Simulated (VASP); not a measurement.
Given:

```
CELL_PARAMETERS angstrom
      0.00000     1.97647     1.97647
      1.97647     0.00000     1.97647
      1.97647     1.97647     0.00000
ATOMIC_POSITIONS crystal
  Li 0.00000 0.00000 0.00000
  H  0.50000 0.50000 0.50000
```

Computed with PBE GGA with D4 dispersion, VASP's PBE PAW potentials (set 64) (plane waves; VASP). Run with 520 eV cut-off, Gaussian smearing of 0.050 eV, potentials Li_sv H.

Question: Give the energies of bands 2 to 4 at the high-symmetry points, in eV from the valence-band maximum.

Answer: 
| band | Γ | X | U | L | W |
|---|---|---|---|---|---|
| 2 | -5.59 | 0.00 | -0.55 | -2.75 | -0.25 |
| 3 | 16.64 | 2.95 | 4.13 | 5.03 | 5.30 |
| 4 | 18.32 | 11.02 | 7.73 | 14.03 | 5.30 |

The gap is direct, 2.95 eV, from the valence maximum at X to the conduction minimum at X.

The compound is LiH in the rock salt structure. It was relaxed first, which changed the volume by -9 %.
